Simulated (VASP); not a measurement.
Input:

```
CELL_PARAMETERS angstrom
      0.00000     3.00248     3.00248
      3.00248     0.00000     3.00248
      3.00248     3.00248     0.00000
ATOMIC_POSITIONS crystal
  Pb 0.00000 0.00000 0.00000
  S  0.50000 0.50000 0.50000
```

Computed with PBE GGA, VASP's PBE PAW potentials (set 64) (plane waves; VASP). Numerical set-up: 520 eV cut-off, Gaussian smearing of 0.050 eV, potentials Pb_d S.

Unless said otherwise, spin-orbit coupling is left out, though it shifts the bands of the heavy elements here.

Task: Give the energies of bands 7 to 13 at the high-symmetry points, in eV from the valence-band maximum.

Result: 
```tsv
band	Γ	X	U	L	W
7	-6.07	-7.11	-7.80	-8.60	-7.78
8	-1.96	-4.85	-4.45	-1.59	-4.11
9	-1.96	-3.17	-2.69	-1.59	-4.11
10	-1.96	-3.17	-2.30	0.00	-0.91
11	5.14	4.06	3.37	0.49	2.25
12	5.14	5.49	4.12	2.08	4.69
13	5.14	5.58	5.02	2.08	4.69
```

The gap is direct, 0.49 eV, from the valence maximum at L to the conduction minimum at L.

Measured: gap 0.37 eV (computed value off by +0.12 eV), as given by Wikipedia, List of semiconductor materials.

The compound is PbS in the rock salt structure. It was relaxed first.
